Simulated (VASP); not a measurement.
Write the native input for VASP 6.6.1 that does the following.

```yaml
Task: band structure
Functional: PBE
Potentials_or_basis: VASP PAW PBE potentials, release 64 (Ta_pv, As, Au, O)
Cutoff: 520 eV
k_mesh: 4 × 4 × 4
Occupations: fermi-dirac, width 0.05 eV
Spin: no spin polarisation
Further_INCAR_settings: ALGO = Normal; EDIFF = 1e-07
```

The structure of Ta3AsAu2O13 lies in POSCAR:

```
Ta3AsAu2O13                             
1.0
    5.2388359799      3.0246396360      4.1422725323
   -5.2388359799      3.0246396360      4.1422725323
    0.0000000000     -6.0492892640      4.1422725315
  Ta              As              Au              O             
     3     1     2    13
Direct
     0.2309260864864882    0.5724617739206180    0.2309260864862491
     0.2309260864857678    0.2309260864857678    0.5724617739205070
     0.5724617739206180    0.2309260864864882    0.2309260864862491
     0.5596646996009423    0.5596646996009423    0.5596646996063419
     0.9658729790723596    0.9658729790723596    0.9658729790727434
     0.7517452498483773    0.7517452498483773    0.7517452498489279
     0.4086755717865904    0.6682217276616481    0.4086755717868363
     0.4086755717876716    0.4086755717876716    0.6682217276617021
     0.6682217276616481    0.4086755717865904    0.4086755717868363
     0.4978352472032364    0.0120888408953039    0.3598952285445700
     0.3598952285447626    0.4978352472031777    0.0120888408950818
     0.0120888408963732    0.3598952285458906    0.4978352472028018
     0.3598952285458906    0.0120888408963732    0.4978352472028018
     0.0120888408953039    0.4978352472032364    0.3598952285445700
     0.4978352472031777    0.3598952285447626    0.0120888408950818
     0.1090440515130643    0.7488184551317523    0.1090440515130657
     0.1090440515147052    0.1090440515147052    0.7488184551314611
     0.7488184551317523    0.1090440515130643    0.1090440515130657
     0.3084350619012515    0.3084350619012515    0.3084350619010888
```

The cell was built by a generator and needn't be a form met in nature.

These files were run (other wordings do the same):

INCAR

```
SYSTEM = Ta3AsAu2O13
ALGO     = Normal         ! electronic algorithm
EDIFF    = 1E-7           ! SCF threshold, eV
ENCUT    = 520            ! plane-wave cutoff, eV
GGA      = PE             ! functional
ISIF     = 2              ! what is computed and relaxed
ISMEAR   = -1             ! smearing method
KPAR     = 4            
LASPH    = .TRUE.         ! aspherical terms in the spheres
LCHARG   = .FALSE.        ! write CHGCAR
LMAXMIX  = 4              ! l up to which the mixer works
LREAL    = .FALSE.        ! projectors in reciprocal space
LWAVE    = .FALSE.        ! write WAVECAR
NELM     = 80             ! most SCF steps
PREC     = Accurate       ! precision mode
SIGMA    = 0.05           ! smearing width, eV
```

KPOINTS

```
k-points
0
G
  4 4 4
  0 0 0
```

KPOINTS_OPT

```
path GPZQGFP1Q1LZ
15
line-mode
reciprocal
 0.0000000000  0.0000000000  0.0000000000  G
 0.4894532459 -0.5105467541  0.4894532459  P

 0.4894532459 -0.5105467541  0.4894532459  P
 0.5000000000 -0.5000000000  0.5000000000  Z

 0.5000000000 -0.5000000000  0.5000000000  Z
 0.4789064917  0.4789064917  0.4789064917  Q

 0.4789064917  0.4789064917  0.4789064917  Q
 0.0000000000  0.0000000000  0.0000000000  G

 0.0000000000  0.0000000000  0.0000000000  G
 0.5000000000 -0.5000000000  0.0000000000  F

 0.5000000000 -0.5000000000  0.0000000000  F
 0.5105467541 -0.4894532459 -0.4894532459  P1

 0.5105467541 -0.4894532459 -0.4894532459  P1
 0.5210935083 -0.4789064917 -0.4789064917  Q1

 0.5210935083 -0.4789064917 -0.4789064917  Q1
 0.5000000000  0.0000000000  0.0000000000  L

 0.5000000000  0.0000000000  0.0000000000  L
 0.5000000000 -0.5000000000  0.5000000000  Z
```

Potentials or basis: VASP PAW PBE potentials, release 64 (Ta_pv, As, Au, O).

The run is started by

```console
$ cat potpaw_PBE.64/Ta_pv/POTCAR potpaw_PBE.64/As/POTCAR potpaw_PBE.64/Au/POTCAR potpaw_PBE.64/O/POTCAR > POTCAR
$ mpirun -np 4 vasp_std > vasp.out
```

It gave:

```yaml
Pressure: 0.1 GPa
Largest_force: 0.021 eV/Å
Band_gap_on_the_k_mesh: 1.08 eV, indirect (least direct gap 1.12 eV)
Band_gap_along_the_path: 1.08 eV, indirect (least direct gap 1.11 eV)
```

Caveat: spin-orbit coupling is left out, which moves the levels of the heavy elements.

Wall time 22 min on 4 MPI ranks on Intel(R) Xeon(R) Platinum 8488C (Sapphire Rapids) (shared host), peak memory 0.74 GiB a rank.
